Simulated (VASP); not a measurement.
Crystal: Mg6CrSi.

```
Cr Si Mg
1.0
     4.83522    0.00000    0.00000
     0.00000    3.10759    5.30898
     0.00000   -3.10759    5.30898
Cr Si Mg
1 1 6
Direct
  0.50000 0.67673 0.67673
  0.00000 0.82187 0.82187
  0.50000 0.16512 0.16512
  0.50000 0.66982 0.15852
  0.50000 0.15852 0.66982
  0.00000 0.33222 0.33222
  0.00000 0.83087 0.34485
  0.00000 0.34485 0.83087
```

The cell comes from a database or a generator and needn't be the stable form of this composition.

```yaml
Program: VASP 6.6.1
Task: single point
Functional: PBE
Potentials_or_basis: VASP PAW PBE potentials, release 64 (Cr_pv, Si, Mg)
Cutoff: 520 eV
k_mesh: 6 × 5 × 5
Occupations: fermi-dirac, width 0.05 eV
Spin: collinear spin, ferromagnetic start
Starting_moments: "[3.0, 0.0, 0.0, 0.0, 0.0, 0.0, 0.0, 0.0] μB"
```

On this cell: pressure -0.3 GPa; largest force 0.046 eV/Å; net moment 3.60 μB per cell; site moments Cr +3.48; Si -0.06; Mg -0.01, +0.01 μB; band gap on the k mesh none (metal or under the smearing width).

The same run follows on a disturbed copy (atoms moved at random, drawn with an rms of 0.05 Å):

```
Cr Si Mg
1.0
     4.83522    0.00000    0.00000
     0.00000    3.10759    5.30898
     0.00000   -3.10759    5.30898
Cr Si Mg
1 1 6
Cartesian
  2.4248 0.0177 7.1979
  -0.0374 0.0105 8.7292
  2.5185 -0.0060 1.8006
  2.4052 1.5931 4.4278
  2.4083 -1.6226 4.4304
  0.0196 -0.0032 3.5674
  -0.0479 1.5028 6.2044
  -0.0317 -1.4954 6.2228
```

Q: What does the disturbed cell give?

A: The energy (extrapolated to zero smearing) moves by +7.1 meV/atom; pressure -0.2 GPa; largest force 0.550 eV/Å; net moment 3.59 μB per cell; site moments Cr +3.48; Si -0.06; Mg -0.01, +0.01 μB; band gap on the k mesh none (metal or under the smearing width).

Forces on the atoms (eV/Å):
```
Cr  -0.097 -0.067  0.020
Si   0.047 -0.014 -0.051
Mg  -0.547  0.025 -0.049
Mg  -0.025 -0.060 -0.053
Mg  -0.012  0.124 -0.027
Mg   0.058 -0.026 -0.192
Mg   0.322  0.118  0.185
Mg   0.255 -0.100  0.168
```

Stress tensor (GPa, compression positive):
```
-0.37  0.00 -0.01
 0.00 -0.04  0.07
-0.01  0.07 -0.10
```
